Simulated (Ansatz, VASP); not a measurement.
# ZnO (zincite): VASP beside Ansatz, part 2 of 2

One calculation is typed for both programs; each brings its own data sets. How far apart do they land? The cell is taken from a series of runs on this material, whose earlier steps may have relaxed, scaled, displaced or heated it; both programs get it as it stands.

VASP 6.6.1 and Ansatz 0.2.0.

So far: Set-up; Ansatz: relaxation of cell and atoms, LDA.

## Step 3: VASP: relaxation of cell and atoms, LDA

Level of this step: LDA; plane waves and PAW (Zn, O) (VASP).

The same cell, functional (in two slightly different forms) and mesh now go to VASP, with its own data sets.

Lines of VASP's logs that name or quote its potential files are left out, and so is its time.

Contents of INCAR:

```
SYSTEM = ZnO
PREC = Accurate
ENCUT = 600
EDIFF = 1E-07
NELM = 120
ISMEAR = 0
SIGMA = 0.01
LREAL = .FALSE.
ALGO = Normal
GGA = CA
NBANDS = 24
LORBIT = 11
LWAVE = .FALSE.
LCHARG = .FALSE.
ISIF = 3
IBRION = 2
NSW = 80
EDIFFG = -0.005
LASPH = .TRUE.
GGA_COMPAT = .FALSE.
NELMIN = 4
EFERMI = MIDGAP
```

Contents of POSCAR:

```
ZnO
1.0
    3.1874550000      0.0000000000      0.0000000000
   -1.5937270000      2.7604170000      0.0000000000
    0.0000000000      0.0000000000      5.1524030000
Zn O
2 2
Direct
    0.3333332288      0.6666666667      0.5002723972
    0.6666664575      0.3333333333      0.0002724942
    0.6666664575      0.3333333333      0.3787376492
    0.3333332288      0.6666666667      0.8787375522
```

Contents of KPOINTS:

```
Automatic mesh
0
Gamma
9 9 6
0 0 0
```

The projector-augmented-wave data sets are Zn and O (LDA family, release 64).

The run is started by

```sh
mpirun -np 1 vasp_std
```

Numbers of over 12 decimals in the logs are rounded to 6 here.

The program printed:

```text
[banner, memory and clock lines left out]
running    1 mpi-ranks, on    1 nodes
 distrk:  each k-point on    1 cores,    1 groups
 distr:  one band on    1 cores,    1 groups

 POSCAR found type information on POSCAR ZnO
 POSCAR found :  2 types and       4 ions
 LDA part: xc-table for (Slater(with rela. corr.)+CA(PZ))
 , standard interpolation
 POSCAR, INCAR and KPOINTS ok, starting setup
 FFT: planning ... GRIDC
 FFT: planning ... GRID_SOFT
 FFT: planning ... GRID
 WAVECAR not read
 entering main loop
       N       E                     dE             d eps       ncg     rms          rms(c)
DAV:   1     0.303003660509E+03    0.30300E+03   -0.20333E+04  2328   0.245E+03
DAV:   2     0.567902958753E+01   -0.29732E+03   -0.28223E+03  2528   0.464E+02
DAV:   3    -0.237398594685E+02   -0.29419E+02   -0.29178E+02  2576   0.149E+02
DAV:   4    -0.242353974365E+02   -0.49554E+00   -0.49520E+00  2728   0.201E+01
DAV:   5    -0.242384737276E+02   -0.30763E-02   -0.30762E-02  2584   0.152E+00    0.156E+01
DAV:   6    -0.210856629356E+02    0.31528E+01   -0.82372E+00  3952   0.658E+01    0.100E+01
DAV:   7    -0.212229940124E+02   -0.13733E+00   -0.25157E+00  2400   0.176E+01    0.584E+00
DAV:   8    -0.212123376106E+02    0.10656E-01   -0.64914E-01  3112   0.758E+00    0.168E+00
DAV:   9    -0.211594036895E+02    0.52934E-01   -0.12752E-01  3512   0.713E+00    0.329E-01
DAV:  10    -0.211618177030E+02   -0.24140E-02   -0.40710E-02  2328   0.145E+00    0.107E-01
DAV:  11    -0.211617024516E+02    0.11525E-03   -0.69429E-04  2768   0.226E-01    0.233E-02
DAV:  12    -0.211617066944E+02   -0.42429E-05   -0.36507E-05  2792   0.129E-01    0.107E-02
DAV:  13    -0.211617082575E+02   -0.15631E-05   -0.50970E-06  3592   0.677E-02    0.121E-02
DAV:  14    -0.211617060496E+02    0.22079E-05   -0.38584E-06  3424   0.228E-02    0.300E-03
DAV:  15    -0.211617060151E+02    0.34434E-07   -0.81076E-07  2440   0.705E-03
   1 F= -.21161706E+02 E0= -.21161706E+02  d E =-.211617E+02
[...]
2 F= -.21162280E+02 E0= -.21162280E+02  d E =-.573806E-03
[...]
3 F= -.21162659E+02 E0= -.21162659E+02  d E =-.953184E-03
 curvature:  -0.30 expect dE=-0.487E-05 dE for cont linesearch -0.475E-05
 ZBRENT: interpolating
 opt :   0.5757  next Energy=   -21.162664 (dE=-0.958E-03)
 bond charge predicted
       N       E                     dE             d eps       ncg     rms          rms(c)
DAV:   1    -0.211627322008E+02   -0.73062E-04   -0.10075E-03  2704   0.620E-01    0.630E-02
DAV:   2    -0.211626643673E+02    0.67834E-04   -0.23569E-04  2776   0.336E-01    0.233E-02
DAV:   3    -0.211626583887E+02    0.59786E-05   -0.37259E-06  3064   0.466E-02    0.129E-02
DAV:   4    -0.211626559124E+02    0.24763E-05   -0.19833E-06  3800   0.271E-02    0.127E-03
DAV:   5    -0.211626559510E+02   -0.38592E-07   -0.67042E-07  2352   0.714E-03
   4 F= -.21162656E+02 E0= -.21162656E+02  d E =-.949936E-03
 curvature:  -0.29 expect dE=-0.883E-06 dE for cont linesearch -0.798E-06
 trial: gam=-0.02907 g(F)=  0.740E-07 g(S)=  0.299E-05 ort = 0.921E-04 (trialstep = 0.915E+00)
 search vector abs. value=  0.301E-06
 reached required accuracy - stopping structural energy minimisation
```

From OUTCAR (step 3):

```text
ion  position               nearest neighbor table
   1  0.333  0.667  0.500-   3 1.94   3 1.94   3 1.94   4 1.95
   2  0.667  0.333  0.000-   4 1.94   4 1.94   4 1.94   3 1.95
   3  0.667  0.333  0.379-   1 1.94   1 1.94   1 1.94   2 1.95
   4  0.333  0.667  0.879-   2 1.94   2 1.94   2 1.94   1 1.95

  LATTYP: Found a hexagonal cell.
 ALAT       =     3.1874550000
 C/A-ratio  =     1.6164629775

 Subroutine GETGRP returns: Found 12 space group operations
 (whereof  6 operations were pure point group operations)

The static configuration has the point symmetry C_3v.
 The point group associated with its full space group is C_6v.

 Found     48 irreducible k-points:

   k-points           NKPTS =     48   k-points in BZ     NKDIM =     48   number of bands    NBANDS=     24

   dimension x,y,z NGX =    28 NGY =   28 NGZ =   42
   dimension x,y,z NGXF=    56 NGYF=   56 NGZF=   84

   ENCUT  =  600.0 eV  44.10 Ry    6.64 a.u.   6.37  6.37 10.29*2*pi/ulx,y,z

   NELECT =      36.0000    total number of electrons

 k-points in reciprocal lattice and weights: Automatic mesh
   0.00000000  0.00000000  0.00000000       0.002
   0.11111111 -0.00000000  0.00000000       0.012
   0.22222222 -0.00000000  0.00000000       0.012
   0.33333333 -0.00000000  0.00000000       0.012
   0.44444444 -0.00000000  0.00000000       0.012
   0.11111111  0.11111111  0.00000000       0.012
   0.22222222  0.11111111  0.00000000       0.025
   0.33333333  0.11111111  0.00000000       0.025
   0.44444444  0.11111111  0.00000000       0.012
[...]
0.33333333  0.22222222  0.50000000       0.025
   0.33333333  0.33333333  0.50000000       0.004

 average (electrostatic) potential at core
       1 -36.7323       2 -36.7323       3 -74.0775       4 -74.0775

 E-fermi :   1.6880

 k-point     1 :       0.0000    0.0000    0.0000
  band No.  band energies     occupation
    ...
     14       0.4339      2.00000
     15       0.4339      2.00000
     16       1.1848      2.00000
     17       1.2879      2.00000
     18       1.2879      2.00000
     19       2.0880      0.00000
     20       6.5598      0.00000
     21       9.4701      0.00000
     22      14.2225      0.00000
     23      14.2225      0.00000
    ...

 k-point     2 :       0.1111   -0.0000    0.0000
  band No.  band energies     occupation
    ...
     14      -0.0331      2.00000
     15       0.2587      2.00000
     16       0.5845      2.00000
     17       1.0978      2.00000
     18       1.1940      2.00000
     19       2.9506      0.00000
     20       7.0830      0.00000
     21       9.4545      0.00000
     22      13.0036      0.00000
     23      14.3505      0.00000
    ...

 k-point     3 :       0.2222   -0.0000    0.0000
  band No.  band energies     occupation
    ...
     14      -1.0739      2.00000
     15      -0.2613      2.00000
     16      -0.1840      2.00000
     17       0.8268      2.00000
     18       0.9433      2.00000
     19       4.2346      0.00000
     20       8.1748      0.00000
     21       9.3851      0.00000
     22      11.2826      0.00000
     23      13.2561      0.00000
    ...

  Total        0.0068659      0.0068659      0.0124113      0.0000000      0.0000000     -0.0000000
  in kB        0.2411866      0.2411866      0.4359842      0.0000000      0.0000000     -0.0000000
  external PRESSURE =       0.3061191 kB  Pullay stress =       0.0000000 kB

  energy-cutoff  :      600.00
  volume of cell :       45.61
      direct lattice vectors                 reciprocal lattice vectors
     3.193860722  0.000000001  0.000000000     0.313100691  0.180768712 -0.000000000
    -1.596929859  2.765964517  0.000000000    -0.000000000  0.361537537 -0.000000000
     0.000000000  0.000000000  5.162919258     0.000000000  0.000000000  0.193688871

 POSITION                                       TOTAL-FORCE (eV/Angst)
 -----------------------------------------------------------------------------------
      0.00000      1.84398      2.58291        -0.000000     -0.000000      0.000619
      1.59693      0.92199      0.00145         0.000000     -0.000000      0.000619
      1.59693      0.92199      1.95535        -0.000000     -0.000000     -0.000619
      0.00000      1.84398      4.53681         0.000000      0.000000     -0.000619
 -----------------------------------------------------------------------------------
    total drift:                                0.000973      0.000047     -0.001017

  FREE ENERGIE OF THE ION-ELECTRON SYSTEM (eV)
  ---------------------------------------------------
  free  energy   TOTEN  =       -21.1626559510 eV

  energy  without entropy=      -21.1626559510  energy(sigma->0) =      -21.16265595

 reached required accuracy - stopping structural energy minimisation

 total charge
# of ion       s       p       d       tot
------------------------------------------
    1        0.480   0.540   9.918  10.937
    2        0.480   0.540   9.918  10.937
    3        1.533   3.461   0.000   4.994
    4        1.533   3.461   0.000   4.994
--------------------------------------------------
tot          4.025   8.002  19.835  31.862

[... 3 further parts left out ...]
```

The run keeps the 12 symmetry operations of its start, so it cannot find a distortion of lower symmetry.

## Step 4: Side by side

Known differences besides the potentials themselves: the two LDA forms differ slightly; fixed occupations in Ansatz, narrow Gaussian smearing in VASP; the cutoff is 420 eV in Ansatz and 600 eV in VASP; VASP's log shows a relativistic correction to its local exchange, Ansatz's none; Ansatz adds a Pulay correction to the stress that steers its cell, VASP none. Total energies have different zeros and are not compared.

Compared:

```csv
quantity,Ansatz,VASP,difference
volume (Å³),45.33,45.61,-0.60 %
"edge a after relaxation, in the typed setting (Å)",3.188,3.194,-0.20 %
"edge c after relaxation, in the typed setting (Å)",5.152,5.163,-0.20 %
```

## Step 5: Outcome

| Property | Result |
| --- | --- |
| difference in volume (relaxation of cell and atoms, LDA) | -0.60 % |

**Reading.** The difference in volume is -0.60 % (relaxation of cell and atoms, LDA), within the 1.2 % picked in this series as the mark of a large difference, as far as the stopping tolerances let one tell. Such differences can come from data sets, numerical settings and the points named under the comparisons, not from the functional's error against experiment.

[Lines on the potential files, build, host, timing and source positions are cut from VASP's logs without a mark.]

[Logs are printed without paths, hosts, clocks, repeated set-up lines and the standing remarks that a program may print on its own settings, such as how far it seeks lower states.]

[Hosts, paths, dates, database ids (printed as entryN), source tags and the programs' standing remarks are cut or masked in the printed files.]
